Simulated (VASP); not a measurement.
These are PBEsol GGA, VASP's PBE PAW potentials (set 64) (plane waves; VASP) values and carry that method's errors.

VASP ran on this input.

### INCAR
```
# general
SYSTEM   =  Ir(210) slab
PREC     =  Normal
ENCUT    =  400
LREAL    =  .FALSE.
LASPH    =  .TRUE.

# electronic loop
EDIFF    =  1E-5
NELM     =  100
NELMIN   =  4
ALGO     =  Normal
LMAXMIX  =  6

# smearing
ISMEAR   =  1
SIGMA    =  0.1

# functional
GGA      =  PS

# ions
IBRION   =  2
NSW      =  50
ISIF     =  2
EDIFFG   =  -0.03

# output
LWAVE    =  .TRUE.
LCHARG   =  .FALSE.

# other
LDIPOL   =  .TRUE.
IDIPOL   =  3
DIPOL    =  0.5 0.5 0.5
```

### KPOINTS
```
kpoints
0
Gamma
8 8 1
```

File POSCAR:
```
Ir(210) slab
1
    4.6943245654     0.0000000000     0.0000000000
    3.1295500430     3.4989428059    -0.0000000000
   -0.0000000000    -0.0000000000    25.2570166896
Ir
12
Direct
  0.3500000000   0.3500000000   0.3133650000
  0.6500000000   0.6500000000   0.3472990000
  0.9500000000   0.9500000000   0.3812320000
  0.2500000000   0.2500000000   0.4151660000
  0.5500000000   0.5500000000   0.4491000000
  0.8500000000   0.8500000000   0.4830330000
  0.1500000000   0.1500000000   0.5169670000
  0.4500000000   0.4500000000   0.5509000000
  0.7500000000   0.7500000000   0.5848340000
  0.0500000000   0.0500000000   0.6187680000
  0.3500000000   0.3500000000   0.6527010000
  0.6500000000   0.6500000000   0.6866350000
```

POTCAR, in this order: Ir (PBE.64 set). Program: vasp_std.

Unless said otherwise, spin-orbit coupling is left out, though it shifts the bands of the heavy elements here.

Task: What does the run give for the energy per atom (σ→0), band gap (on the k-mesh)?

Result: 
| Quantity | Result |
|---|---|
| energy per atom (σ→0) | -9.217 eV/atom |
| band gap (on the k-mesh) | none (metal, semimetal or under 0.01 eV) |

File OSZICAR:
```
...
DAV:   1    -0.110606734002E+03   -0.18505E-03   -0.44952E-01  2688   0.219E+00    0.112E-01
DAV:   2    -0.110607572730E+03   -0.83873E-03   -0.80797E-03  4120   0.538E-01    0.143E-01
DAV:   3    -0.110607451220E+03    0.12151E-03   -0.16974E-03  4672   0.303E-01    0.151E-01
DAV:   4    -0.110607332238E+03    0.11898E-03   -0.24820E-04  4120   0.132E-01    0.832E-02
DAV:   5    -0.110607356224E+03   -0.23986E-04   -0.24493E-04  4344   0.119E-01    0.103E-01
DAV:   6    -0.110607272865E+03    0.83359E-04   -0.27583E-04  4480   0.127E-01    0.128E-02
DAV:   7    -0.110607274713E+03   -0.18483E-05   -0.28374E-05  1984   0.431E-02
  10 F= -.11060727E+03 E0= -.11060720E+03  d E =-.724538E-03
```

The cell is a thin slab with vacuum, built from Ir (fcc): (210) face.
